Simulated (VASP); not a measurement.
# TiAlRe: the relaxed cell at several levels, part 3 of 4

Wanted: equilibrium cells of TiAlRe at many levels, with their cost. The cell is invented: it takes the structure of a Materials Project entry for TiAlPt (space group 194 there), with some of its atoms replaced by other elements, volume scaled by an estimate. It may not be a known or stable phase. LASPH is on for some levels and off for others; the table marks which.

VASP 6.6.1, plane waves and PAW; the level of theory is named at each step.

Still holding for the runs below: The k-mesh is coarse for a metal.

So far. Step 2 (Rough relaxation of the start cell): It ends with forces that vanish by symmetry and a pressure of -0.21 GPa. Step 3 (Relaxation with PBE): It ends with forces that vanish by symmetry and a pressure of 0.01 GPa. The conventional cell has a = 4.470 and c = 5.300 Å.

### 4. Relaxation with LDA

This step: LDA; plane waves and PAW (Re, Ti_sv, Al); invented cell (VASP 6.6.1).

LDA, the lowest rung, knows the local density alone.

INCAR

```
SYSTEM = TiAlRe
PREC = Accurate
ENCUT = 520
EDIFF = 1E-06
NELM = 100
ISMEAR = -1
SIGMA = 0.05
LREAL = .FALSE.
ALGO = Normal
GGA = CA
NBANDS = 28
LORBIT = 11
LWAVE = .FALSE.
LCHARG = .FALSE.
KPAR = 2
IBRION = 2
NSW = 60
ISIF = 3
EDIFFG = -0.01
```

POSCAR

```
TiAlRe
1.0
    4.4639973389      0.0000000000      0.0000000000
   -2.2319986694      3.8659354934      0.0000000000
    0.0000000000      0.0000000000      5.3036987480
Re Ti Al
2 2 2
Direct
    0.6666666700      0.3333333300      0.2500000000
    0.3333333300      0.6666666700      0.7500000000
    0.0000000000      0.0000000000      0.0000000000
    0.0000000000      0.0000000000      0.5000000000
    0.3333333300      0.6666666700      0.2500000000
    0.6666666700      0.3333333300      0.7500000000
```

KPOINTS

```
Automatic mesh
0
Gamma
7 7 5
0 0 0
```

PAW data sets: Re, Ti_sv and Al (PBE family, release 64).

Command:

```console
$ mpirun -np 2 vasp_std
```

What it wrote:

```text
[banner, memory and clock lines left out]
running    2 mpi-ranks, on    1 nodes
 distrk:  each k-point on    1 cores,    2 groups
 distr:  one band on    1 cores,    1 groups

 POSCAR found type information on POSCAR ReTiAl
 POSCAR found :  3 types and       6 ions
|                                                                             |
|               ----> ADVICE to this user running VASP <----                  |
|                                                                             |
|     You enforced a specific xc type in the INCAR file but a different       |
|     [... a line on the potential file left out ...]
|     I HOPE YOU KNOW WHAT YOU ARE DOING!                                     |
|                                                                             |

 LDA part: xc-table for (Slater(with rela. corr.)+CA(PZ))
 , standard interpolation
 POSCAR, INCAR and KPOINTS ok, starting setup
 FFT: planning ... GRIDC
 FFT: planning ... GRID_SOFT
 FFT: planning ... GRID
 WAVECAR not read
 entering main loop
       N       E                     dE             d eps       ncg     rms          rms(c)
DAV:   1     0.381387035598E+03    0.38139E+03   -0.21103E+04  2440   0.184E+03
DAV:   2    -0.108194712661E+02   -0.39221E+03   -0.38355E+03  2204   0.691E+02
DAV:   3    -0.523025884088E+02   -0.41483E+02   -0.39657E+02  2676   0.185E+02
DAV:   4    -0.583341110008E+02   -0.60315E+01   -0.58155E+01  2584   0.422E+01
DAV:   5    -0.590864462256E+02   -0.75234E+00   -0.72921E+00  2448   0.145E+01    0.468E+01
DAV:   6    -0.573583701618E+02    0.17281E+01   -0.51102E+01  2472   0.490E+01    0.236E+01
DAV:   7    -0.580020175112E+02   -0.64365E+00   -0.79438E+01  2408   0.825E+01    0.121E+01
DAV:   8    -0.541518989529E+02    0.38501E+01   -0.12966E+01  2496   0.372E+01    0.644E+00
DAV:   9    -0.542117269960E+02   -0.59828E-01   -0.37381E+00  2632   0.111E+01    0.364E+00
DAV:  10    -0.540688728438E+02    0.14285E+00   -0.90613E-01  2360   0.808E+00    0.129E+00
DAV:  11    -0.541109697188E+02   -0.42097E-01   -0.17093E-01  2672   0.306E+00    0.153E+00
DAV:  12    -0.540717802671E+02    0.39189E-01   -0.20890E-01  2312   0.325E+00    0.663E-02
DAV:  13    -0.540724874569E+02   -0.70719E-03   -0.76304E-03  2608   0.660E-01    0.811E-02
DAV:  14    -0.540724728826E+02    0.14574E-04   -0.34941E-04  2288   0.140E-01    0.435E-02
DAV:  15    -0.540724717123E+02    0.11703E-05   -0.76861E-05  2688   0.137E-01    0.199E-02
DAV:  16    -0.540724692521E+02    0.24602E-05   -0.18136E-05  2008   0.571E-02    0.399E-03
DAV:  17    -0.540724692180E+02    0.34140E-07   -0.10287E-06  1112   0.294E-02
   1 F= -.54072469E+02 E0= -.54051131E+02  d E =-.540725E+02
 curvature:   0.00 expect dE= 0.000E+00 dE for cont linesearch  0.000E+00
 trial: gam= 0.00000 g(F)=  0.170E-44 g(S)=  0.534E+00 ort = 0.000E+00 (trialstep = 0.100E+01)
 search vector abs. value=  0.534E+00
 bond charge predicted
       N       E                     dE             d eps       ncg     rms          rms(c)
DAV:   1    -0.581570614594E+02   -0.40846E+01   -0.16527E+02  2036   0.355E+02    0.308E+01
DAV:   2    -0.565973410197E+02    0.15597E+01   -0.43456E+01  2408   0.643E+01    0.137E+01
DAV:   3    -0.553597729919E+02    0.12376E+01   -0.35347E+01  2680   0.639E+01    0.122E+01
DAV:   4    -0.538240896626E+02    0.15357E+01   -0.54760E+00  2448   0.218E+01    0.321E+00
DAV:   5    -0.538480187668E+02   -0.23929E-01   -0.18630E+00  2592   0.831E+00    0.223E+00
DAV:   6    -0.538571742648E+02   -0.91555E-02   -0.19704E-01  2256   0.374E+00    0.129E+00
DAV:   7    -0.538785999760E+02   -0.21426E-01   -0.17562E-02  2528   0.125E+00    0.913E-01
DAV:   8    -0.538987481230E+02   -0.20148E-01   -0.52265E-02  2360   0.156E+00    0.188E-01
DAV:   9    -0.539001552956E+02   -0.14072E-02   -0.65800E-03  2176   0.569E-01    0.170E-01
DAV:  10    -0.539006676618E+02   -0.51237E-03   -0.27443E-03  2264   0.338E-01    0.817E-02
DAV:  11    -0.539007223428E+02   -0.54681E-04   -0.22375E-04  2568   0.143E-01    0.445E-02
DAV:  12    -0.539007362977E+02   -0.13955E-04   -0.63125E-05  2112   0.726E-02    0.142E-02
DAV:  13    -0.539007361962E+02    0.10149E-06   -0.85935E-06  2112   0.317E-02
   2 F= -.53900736E+02 E0= -.53881745E+02  d E =0.171733E+00
[...]
3 F= -.54181376E+02 E0= -.54161202E+02  d E =-.108906E+00
[...]
4 F= -.54181414E+02 E0= -.54161259E+02  d E =-.108945E+00
[...]
5 F= -.54181367E+02 E0= -.54161235E+02  d E =-.108898E+00
[...]
6 F= -.54182958E+02 E0= -.54162387E+02  d E =-.159145E-02
[...]
7 F= -.54182966E+02 E0= -.54162426E+02  d E =-.159919E-02
[...]
8 F= -.54182920E+02 E0= -.54162326E+02  d E =0.458075E-04
 trial-energy change:    0.000046  1 .order    0.000027   -0.000288    0.000343
 step:   0.3604(harm=  0.3973)  dis= 0.00000  next Energy=   -54.183024 (dE=-0.584E-04)
 bond charge predicted
       N       E                     dE             d eps       ncg     rms          rms(c)
DAV:   1    -0.541837610468E+02   -0.84127E-03   -0.23863E-02  2280   0.376E+00    0.355E-01
DAV:   2    -0.541839601623E+02   -0.19912E-03   -0.12789E-02  2584   0.960E-01    0.254E-01
DAV:   3    -0.541831625045E+02    0.79766E-03   -0.78961E-03  2488   0.847E-01    0.118E-01
DAV:   4    -0.541830216059E+02    0.14090E-03   -0.58570E-04  2616   0.205E-01    0.415E-02
DAV:   5    -0.541830196504E+02    0.19555E-05   -0.18567E-04  2504   0.102E-01    0.149E-02
DAV:   6    -0.541830217147E+02   -0.20644E-05   -0.14680E-05  1940   0.364E-02    0.118E-02
DAV:   7    -0.541830241940E+02   -0.24793E-05   -0.21998E-06  1144   0.146E-02    0.684E-03
DAV:   8    -0.541830266783E+02   -0.24843E-05   -0.10732E-05  1708   0.274E-02    0.750E-04
DAV:   9    -0.541830267567E+02   -0.78374E-07   -0.99141E-07   832   0.167E-02
   9 F= -.54183027E+02 E0= -.54162465E+02  d E =-.608353E-04
 curvature:  -0.20 expect dE=-0.884E-08 dE for cont linesearch -0.884E-08
 trial: gam= 0.00000 g(F)=  0.343E-44 g(S)=  0.447E-07 ort =-0.385E-05 (trialstep = 0.768E+00)
 search vector abs. value=  0.448E-07
 reached required accuracy - stopping structural energy minimisation
```

Wall time 3.3 min (2 MPI ranks of Intel Xeon Platinum 8259CL at 2.50GHz (Skylake/Cascade Lake), shared host); peak memory 0.45 GiB.

OUTCAR, selected parts (step 4):

```text
 Found     24 irreducible k-points:

   NELECT =      44.0000    total number of electrons

 E-fermi :   8.6425

 k-point     1 :       0.0000    0.0000    0.0000
  band No.  band energies     occupation
    ...
     18       6.1086      2.00000
     19       7.4778      2.00000
     20       7.4778      2.00000
     21       8.5426      1.76159
     22       8.5426      1.76159
     23       8.8363      0.04068
     24       9.1238      0.00013
     25      10.5760      0.00000
     26      10.5760      0.00000
     27      11.2307      0.00000
    ...

 k-point     2 :       0.1429    0.0000    0.0000
  band No.  band energies     occupation
    ...
     17       5.9677      2.00000
     18       6.5940      2.00000
     19       6.8286      2.00000
     20       7.4904      2.00000
     21       8.4626      1.94671
     22       8.7006      0.47695
     23       8.9226      0.00737
     24       9.5106      0.00000
     25      10.1482      0.00000
     26      10.4021      0.00000
    ...

  Total       -0.0013658     -0.0013658     -0.0013516     -0.0000000     -0.0000000      0.0000000
  in kB       -0.0250271     -0.0250271     -0.0247669     -0.0000000     -0.0000000      0.0000000
  external PRESSURE =      -0.0249404 kB  Pullay stress =       0.0000000 kB

  energy-cutoff  :      520.00
  volume of cell :       87.44
      direct lattice vectors                 reciprocal lattice vectors
     4.407554461 -0.000000000 -0.000000000     0.226883186  0.130991056 -0.000000000
    -2.203777230  3.817054512  0.000000000     0.000000000  0.261982111  0.000000000
     0.000000000 -0.000000000  5.197252705    -0.000000000 -0.000000000  0.192409347

 POSITION                                       TOTAL-FORCE (eV/Angst)
 -----------------------------------------------------------------------------------
      2.20378      1.27235      1.29931        -0.000000     -0.000000      0.000000
     -0.00000      2.54470      3.89794         0.000000      0.000000      0.000000
      0.00000      0.00000      0.00000         0.000000     -0.000000      0.000000
      0.00000     -0.00000      2.59863        -0.000000     -0.000000      0.000000
     -0.00000      2.54470      1.29931         0.000000      0.000000      0.000000
      2.20378      1.27235      3.89794        -0.000000      0.000000      0.000000
 -----------------------------------------------------------------------------------
    total drift:                               -0.000006      0.000004      0.000000

  FREE ENERGIE OF THE ION-ELECTRON SYSTEM (eV)
  ---------------------------------------------------
  free  energy   TOTEN  =       -54.1830267567 eV

  energy  without entropy=      -54.1419026968  energy(sigma->0) =      -54.16246473

 total charge
# of ion       s       p       d       tot
------------------------------------------
    1        0.601   0.457   5.144   6.201
    2        0.601   0.457   5.144   6.201
    3        2.228   6.173   1.996  10.398
    4        2.228   6.173   1.996  10.398
    5        0.420   0.454   0.000   0.875
    6        0.420   0.454   0.000   0.875
--------------------------------------------------
tot          6.499  14.168  14.281  34.948

[... 9 parts as in an earlier step ...]

[... 5 further parts left out ...]
```

CONTCAR:

```
TiAlRe
   1.00000000000000
     4.4075544608190631   -0.0000000000007369   -0.0000000000000000
    -2.2037772303608021    3.8170545120239256    0.0000000000000000
     0.0000000000000000   -0.0000000000000000    5.1972527048159014
  Re              Ti              Al
     2     2     2
Direct
     0.6666666699999979    0.3333333300000021    0.2500000000000000
     0.3333333300000021    0.6666666699999979    0.7500000000000000
     0.0000000000000000    0.0000000000000000    0.0000000000000000
     0.0000000000000000    0.0000000000000000    0.5000000000000000
     0.3333333300000021    0.6666666699999979    0.2500000000000000
     0.6666666699999979    0.3333333300000021    0.7500000000000000
```

The PAW data sets were made with PBE, though LDA sets exist; this is a small mismatch.

Step by step:

```tsv
step	energy less that of the first step (eV)	largest force (eV/Å)	pressure (GPa)	volume (Å³)
1	0.0000	0.0000	-8.23	91.53
2	0.1717	0.0000	16.21	81.54
3	-0.1089	0.0000	-0.13	87.53
4	-0.1089	0.0000	0.01	87.46
5	-0.1089	0.0000	0.22	87.38
6	-0.1105	0.0000	0.20	87.35
7	-0.1105	0.0000	0.21	87.35
8	-0.1105	0.0000	-0.26	87.56
9	-0.1106	0.0000	0.00	87.44
```

```tsv
conventional cell, symmetrised	before	after	change
a (Å)	4.464	4.408	-1.3 %
b (Å)	4.464	4.408	-1.3 %
c (Å)	5.304	5.197	-2.0 %
volume (Å³/atom)	15.25	14.57	-4.5 %
```

Final coordinates:

```xyz
6
Lattice="4.4076 0.0000 0.0000 -2.2038 3.8171 0.0000 0.0000 0.0000 5.1973" Properties=species:S:1:pos:R:3 pbc="T T T"
Re    2.2038    1.2724    1.2993
Re    0.0000    2.5447    3.8979
Ti    0.0000    0.0000    0.0000
Ti    0.0000    0.0000    2.5986
Al    0.0000    2.5447    1.2993
Al    2.2038    1.2724    3.8979
```

Numbers from this step:

* free energy (TOTEN): -54.1830 eV
* energy at zero smearing: -54.1625 eV
* Fermi energy: 8.643 eV
* pressure: -0.002494 GPa
* SCF cycles over all ionic steps: 89

It ends at 14.57 Å³/atom, -4.5 % from the start, with 0.00 GPa left. The conventional cell has a = 4.408 and c = 5.197 Å.

### 5. Relaxation with PBEsol

This step: PBEsol; plane waves and PAW (Re, Ti_sv, Al); invented cell (VASP 6.6.1).

PBEsol restores the gradient expansion of exchange and is tuned for the cells of solids.

Changes to INCAR since step 4:

```diff
@@ -9,3 +9,3 @@
 ALGO = Normal
-GGA = CA
+GGA = PS
 NBANDS = 28
```

POSCAR is that of step 4.

KPOINTS is that of step 4.

Command:

```console
$ mpirun -np 2 vasp_std
```

What it wrote:

```text
[banner, memory and clock lines left out]
running    2 mpi-ranks, on    1 nodes
[...]
[... a notice as in an earlier step ...]

 LDA part: xc-table for (Slater+PW92), standard interpolation
 POSCAR, INCAR and KPOINTS ok, starting setup
[...]
entering main loop
       N       E                     dE             d eps       ncg     rms          rms(c)
DAV:   1     0.383400417058E+03    0.38340E+03   -0.21119E+04  2440   0.184E+03
DAV:   2    -0.789141833468E+01   -0.39129E+03   -0.38252E+03  2180   0.691E+02
DAV:   3    -0.504240763988E+02   -0.42533E+02   -0.40561E+02  2680   0.188E+02
DAV:   4    -0.567797837695E+02   -0.63557E+01   -0.60967E+01  2600   0.426E+01
[...]
DAV:  14    -0.525119145702E+02   -0.67781E-05   -0.16991E-04  2304   0.822E-02    0.415E-02
DAV:  15    -0.525119018070E+02    0.12763E-04   -0.76892E-05  2656   0.846E-02    0.207E-02
DAV:  16    -0.525119017962E+02    0.10840E-07   -0.70104E-06  1848   0.193E-02
   1 F= -.52511902E+02 E0= -.52490842E+02  d E =-.525119E+02
[... from here on, the cycles between the ionic steps are left out ...]
   2 F= -.52461516E+02 E0= -.52442216E+02  d E =0.503854E-01
   3 F= -.52547288E+02 E0= -.52526996E+02  d E =-.353859E-01
   4 F= -.52547289E+02 E0= -.52527009E+02  d E =-.353867E-01
   5 F= -.52547798E+02 E0= -.52527356E+02  d E =-.509366E-03
 trial-energy change:   -0.000509  1 .order   -0.000511   -0.001079    0.000056
 step:   0.8367(harm=  0.8367)  dis= 0.00000  next Energy=   -52.547801 (dE=-0.513E-03)
 reached required accuracy - stopping structural energy minimisation
```

Wall time 2.1 min (2 MPI ranks); peak memory 0.51 GiB.

From OUTCAR (step 5):

```text
  Total        0.0154762      0.0154762      0.0388063      0.0000000      0.0000000      0.0000000
  in kB        0.2781686      0.2781686      0.6975038      0.0000000      0.0000000      0.0000000
  external PRESSURE =       0.4179470 kB  Pullay stress =       0.0000000 kB

 POSITION                                       TOTAL-FORCE (eV/Angst)
 -----------------------------------------------------------------------------------
      2.21563      1.27920      1.31045        -0.000000     -0.000000      0.000000
     -0.00000      2.55839      3.93134         0.000000      0.000000      0.000000
      4.43127     -0.00000      5.24179         0.000000      0.000000      0.000000
     -0.00000     -0.00000      2.62089         0.000000      0.000000      0.000000
     -0.00000      2.55839      1.31045         0.000000      0.000000      0.000000
      2.21563      1.27920      3.93134         0.000000      0.000000      0.000000
 -----------------------------------------------------------------------------------
    total drift:                               -0.000006      0.000004      0.000000

  FREE ENERGIE OF THE ION-ELECTRON SYSTEM (eV)
  ---------------------------------------------------
  free  energy   TOTEN  =       -52.5477978802 eV

  energy  without entropy=      -52.5069133810  energy(sigma->0) =      -52.52735563

[... 2 parts as in an earlier step ...]

[... 2 further parts left out ...]
[key lines of the parts left out:]
E-fermi :   8.5733
```

The PAW data sets were made with PBE, which is usual practice but a small mismatch for other functionals.

Relaxation path:

```tsv
step	energy less that of the first step (eV)	largest force (eV/Å)	pressure (GPa)	volume (Å³)
1	0.0000	0.0000	-4.72	91.53
2	0.0504	0.0000	8.23	85.70
3	-0.0354	0.0000	-0.03	89.20
4	-0.0354	0.0000	0.05	89.15
5	-0.0359	0.0000	0.04	89.14
```

```tsv
conventional cell, symmetrised	before	after	change
a (Å)	4.464	4.431	-0.7 %
b (Å)	4.464	4.431	-0.7 %
c (Å)	5.304	5.242	-1.2 %
volume (Å³/atom)	15.25	14.86	-2.6 %
```

Final coordinates:

```cif
data_structure
_symmetry_space_group_name_H-M 'P 1'
_symmetry_Int_Tables_number 1
_cell_length_a 4.4313
_cell_length_b 4.4313
_cell_length_c 5.2418
_cell_angle_alpha 90.000
_cell_angle_beta 90.000
_cell_angle_gamma 120.000
_cell_volume 89.14
loop_
_atom_site_label
_atom_site_type_symbol
_atom_site_fract_x
_atom_site_fract_y
_atom_site_fract_z
_atom_site_occupancy
Re1 Re 0.66667 0.33333 0.25000 1
Re2 Re 0.33333 0.66667 0.75000 1
Ti3 Ti 0.00000 0.00000 0.00000 1
Ti4 Ti 0.00000 0.00000 0.50000 1
Al5 Al 0.33333 0.66667 0.25000 1
Al6 Al 0.66667 0.33333 0.75000 1
```

It ends at 14.86 Å³/atom, -2.6 % from the start, with 0.04 GPa left. The conventional cell has a = 4.431 and c = 5.242 Å.

### 6. Relaxation with r2SCAN

This step: r2SCAN; plane waves and PAW (Re, Ti_sv, Al); invented cell (VASP 6.6.1).

r2SCAN adds the kinetic-energy density, costs more than a GGA and is run with LASPH.

Changes to INCAR since step 5:

```diff
@@ -9,3 +9,4 @@
 ALGO = Normal
-GGA = PS
+METAGGA = R2SCAN
+LASPH = .TRUE.
 NBANDS = 28
```

POSCAR is that of step 5.

KPOINTS is that of step 5.

Command:

```console
$ mpirun -np 2 vasp_std
```

What it wrote:

```text
[banner, memory and clock lines left out]
running    2 mpi-ranks, on    1 nodes
[...]
[... a notice as in an earlier step ...]

 LDA part: xc-table for (None), standard interpolation
 POSCAR, INCAR and KPOINTS ok, starting setup
[...]
entering main loop
       N       E                     dE             d eps       ncg     rms          rms(c)
DAV:   1     0.301342214638E+03    0.30134E+03   -0.21944E+04  2460   0.191E+03
DAV:   2    -0.105203169775E+03   -0.40655E+03   -0.39735E+03  2196   0.710E+02
DAV:   3    -0.149230603110E+03   -0.44027E+02   -0.42300E+02  2684   0.188E+02
DAV:   4    -0.156084723780E+03   -0.68541E+01   -0.66953E+01  2656   0.452E+01
[...]
DAV:  14    -0.145560785712E+03   -0.22349E-05   -0.53457E-05  2280   0.627E-02    0.159E-02
DAV:  15    -0.145560787494E+03   -0.17822E-05   -0.68242E-06  2064   0.225E-02    0.388E-03
DAV:  16    -0.145560788228E+03   -0.73341E-06   -0.65357E-07  1088   0.198E-02
   1 F= -.14556079E+03 E0= -.14554085E+03  d E =-.145561E+03
[... from here on, the cycles between the ionic steps are left out ...]
   2 F= -.14554714E+03 E0= -.14552820E+03  d E =0.136439E-01
   3 F= -.14556942E+03 E0= -.14554988E+03  d E =-.863159E-02
   4 F= -.14556942E+03 E0= -.14554989E+03  d E =-.862848E-02
   5 F= -.14556957E+03 E0= -.14555000E+03  d E =-.148952E-03
 trial-energy change:   -0.000149  1 .order   -0.000148   -0.000298    0.000001
 step:   0.8751(harm=  0.8751)  dis= 0.00000  next Energy=  -145.569565 (dE=-0.148E-03)
 reached required accuracy - stopping structural energy minimisation
```

It took 6.9 min on 2 MPI ranks; peak memory 0.55 GiB.

OUTCAR, selected parts (step 6):

```text
  Total        0.0134663      0.0134663      0.0135143      0.0000000      0.0000000     -0.0000000
  in kB        0.2387964      0.2387964      0.2396467      0.0000000      0.0000000     -0.0000000
  external PRESSURE =       0.2390798 kB  Pullay stress =       0.0000000 kB

 POSITION                                       TOTAL-FORCE (eV/Angst)
 -----------------------------------------------------------------------------------
      2.22409      1.28408      1.31819         0.000000      0.000000      0.000000
     -0.00000      2.56815      3.95457        -0.000000     -0.000000      0.000000
      0.00000     -0.00000      0.00000         0.000000     -0.000000      0.000000
      0.00000     -0.00000      2.63638        -0.000000     -0.000000      0.000000
     -0.00000      2.56815      1.31819         0.000000     -0.000000     -0.000000
      2.22409      1.28408      3.95457        -0.000000      0.000000      0.000000
 -----------------------------------------------------------------------------------
    total drift:                               -0.000006      0.000004      0.000000

  FREE ENERGIE OF THE ION-ELECTRON SYSTEM (eV)
  ---------------------------------------------------
  free  energy   TOTEN  =      -145.5695656555 eV

  energy  without entropy=     -145.5304353698  energy(sigma->0) =     -145.55000051

[... 2 parts as in an earlier step ...]

[... 2 further parts left out ...]
[key lines of the parts left out:]
E-fermi :   8.5232
```

The steps of the relaxation:

```tsv
step	energy less that of the first step (eV)	largest force (eV/Å)	pressure (GPa)	volume (Å³)
1	0.0000	0.0000	-2.37	91.53
2	0.0136	0.0000	4.03	88.57
3	-0.0086	0.0000	-0.01	90.38
4	-0.0086	0.0000	0.03	90.36
5	-0.0088	0.0000	0.02	90.35
```

```tsv
conventional cell, symmetrised	before	after	change
a (Å)	4.464	4.448	-0.4 %
b (Å)	4.464	4.448	-0.4 %
c (Å)	5.304	5.273	-0.6 %
volume (Å³/atom)	15.25	15.06	-1.3 %
```

Final coordinates:

```
Re Ti Al
1.0
     4.44817    0.00000    0.00000
    -2.22409    3.85223    0.00000
     0.00000    0.00000    5.27275
Re Ti Al
2 2 2
Direct
  0.66667 0.33333 0.25000
  0.33333 0.66667 0.75000
  0.00000 0.00000 0.00000
  0.00000 0.00000 0.50000
  0.33333 0.66667 0.25000
  0.66667 0.33333 0.75000
```

It ends at 15.06 Å³/atom, -1.3 % from the start, with 0.02 GPa left. The conventional cell has a = 4.448 and c = 5.273 Å.

(Continued in part 4 of 4.)

[Lines on the potential files, build, host, timing and source positions are cut from VASP's logs without a mark.]

[Logs are printed without paths, hosts, clocks, repeated set-up lines and the standing remarks that a program may print on its own settings, such as how far it seeks lower states.]

[Hosts, paths, dates, database ids (printed as entryN), source tags and the programs' standing remarks are cut or masked in the printed files.]

[A measured line is paired with the nearest computed mode of its activity, which favours agreement.]
